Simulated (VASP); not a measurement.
Slab: Ge48PH19, a slab with vacuum.

```
Ge H P
1.0
     8.00162    8.00162    0.00000
    -8.00162    8.00162    0.00000
     0.00000    0.00000   23.74190
Ge H P
48 19 1
Direct
  0.68521 0.31429 0.42056
  0.81239 0.68081 0.42057
  0.04960 0.95029 0.43633
  0.31897 0.18740 0.42066
  0.96828 0.53353 0.45560
  0.20692 0.79287 0.43477
  0.46601 0.03117 0.45574
  0.53353 0.46627 0.45672
  0.87617 0.38918 0.38627
  0.88033 0.87103 0.38350
  0.12876 0.11971 0.38357
  0.38782 0.37981 0.38705
  0.11113 0.62624 0.38600
  0.37354 0.88853 0.38592
  0.61062 0.12319 0.38654
  0.61997 0.61203 0.38705
  0.99798 0.25228 0.32887
  0.00174 0.74804 0.31802
  0.25226 0.99867 0.31806
  0.49893 0.25043 0.31868
  0.24844 0.50137 0.33053
  0.49868 0.75150 0.33047
  0.74773 0.00196 0.32892
  0.74989 0.50161 0.31855
  0.87334 0.12663 0.26740
  0.87557 0.62497 0.25979
  0.12441 0.87593 0.26017
  0.37550 0.12477 0.25983
  0.12678 0.37467 0.26776
  0.37294 0.62703 0.26835
  0.62541 0.87324 0.26775
  0.62317 0.37713 0.26029
  0.75049 0.24953 0.20363
  0.74828 0.75165 0.20339
  0.99686 0.00312 0.20394
  0.24840 0.25172 0.20342
  0.00278 0.49720 0.20392
  0.25120 0.74884 0.20354
  0.50284 0.99721 0.20393
  0.49578 0.50420 0.20407
  0.87500 0.37500 0.14487
  0.87500 0.87500 0.14487
  0.12500 0.12500 0.14487
  0.37500 0.37500 0.14487
  0.12500 0.62500 0.14487
  0.37500 0.87500 0.14487
  0.62500 0.12500 0.14487
  0.62500 0.62500 0.14487
  0.95102 0.29898 0.10530
  0.79898 0.45102 0.10530
  0.95102 0.79898 0.10530
  0.79898 0.95102 0.10530
  0.20102 0.04898 0.10530
  0.04898 0.20102 0.10530
  0.45102 0.29898 0.10530
  0.29898 0.45102 0.10530
  0.20102 0.54898 0.10530
  0.04898 0.70102 0.10530
  0.45102 0.79898 0.10530
  0.29898 0.95102 0.10530
  0.70102 0.04898 0.10530
  0.54898 0.20102 0.10530
  0.70102 0.54898 0.10530
  0.54898 0.70102 0.10530
  0.27726 0.86616 0.54340
  0.13665 0.74870 0.54729
  0.01369 0.98620 0.49722
  0.25665 0.74537 0.52829
```

The cell was built by a generator and needn't be a form met in nature.

Base run:

```yaml
Program: VASP 6.6.1
Functional: RPBE
Potentials_or_basis: VASP PAW PBE potentials, release 64 (Ge_d, H, P)
Cutoff: 400 eV
k_mesh: 1 × 1 × 1
Occupations: gaussian, width 0.05 eV
Spin: no spin polarisation
```

Its results: band gap on the k mesh 0.47 eV, direct; largest force 0.355 eV/Å.

Task: The run is repeated on the same cell with these changes: functional from RPBE to rev-vdW-DF2. What comes out?

Result: Band gap on the k mesh 0.39 eV, direct; largest force 0.240 eV/Å.

Caveats: the PAW data sets were made with another functional, which shifts forces and pressure a little.

A k mesh can miss the band edges.
